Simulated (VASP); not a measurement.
Consider the following.

```
CELL_PARAMETERS angstrom
      0.00000     1.74203     1.74203
      1.74203     0.00000     1.74203
      1.74203     1.74203     0.00000
ATOMIC_POSITIONS crystal
  C  0.00000 0.00000 0.00000
  C  0.25000 0.25000 0.25000
```

The numbers are results of PBEsol GGA, VASP's PBE PAW potentials (set 64) (plane waves; VASP), not measurements. Run with 520 eV cut-off, 13×13×13 Γ-centred mesh, Gaussian smearing of 0.050 eV, potentials C.

Task: Estimate the energy per atom (σ→0), pressure.

Result: 
- energy per atom (σ→0) = -9.593 eV/atom
- pressure = 31.23 GPa

Only differences to runs with the same potentials and settings are physical.

The compound is C in the diamond structure. This cell is one point of a volume scan, at 0.94 of the reference volume.
